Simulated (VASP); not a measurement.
Ba (bcc) is relaxed at rising pressure, each step from the one before. Symmetry mostly holds the structure type, and other phases were not tried. The mesh follows the cell, and a change of mesh leaves a small step in the series.

Given:

Ba is modelled in the cubic space group Im-3m (No. 229), the bcc (W type) structure, Pearson symbol cI2. Lattice parameters: a = b = c = 5.026 Å, α = β = γ = 90.00°. Ba on 2a sees 8 Ba at 4.353 Å and 6 Ba at 5.026 Å. (Neighbours: up to the widest gap in distance over summed covalent radii, below 1.35, at either atom.)
(The calculation used a cell of 1 atom; values per cell refer to that cell.)

Computed with PBE GGA, VASP's PBE PAW potentials (set 64) (plane waves; VASP). Numerical set-up: 500 eV cut-off, 10×10×10 Γ-centred mesh, first-order Methfessel-Paxton smearing of 0.10 eV, potentials Ba_sv.

Unless said otherwise, spin-orbit coupling is left out, though it shifts the bands of the heavy elements here.

```tsv
P (GPa)	V (Å³/atom)	H − H(0) (eV/atom)	space group	gap on the mesh (eV)	k-mesh
0	63.49	0.000	Im-3m	0.00	10×10×10
5	45.20	1.638	Im-3m	0.00	11×11×11
10	37.10	2.901	Im-3m	0.00	12×12×12
20	30.08	4.962	Im-3m	0.00	13×13×13
30	26.17	6.699	Im-3m	0.00	14×14×14
45	23.08	8.979	Im-3m	0.00	14×14×14
```

Pressures at which the relaxation failed are left out.

The compound is Ba in the bcc structure.
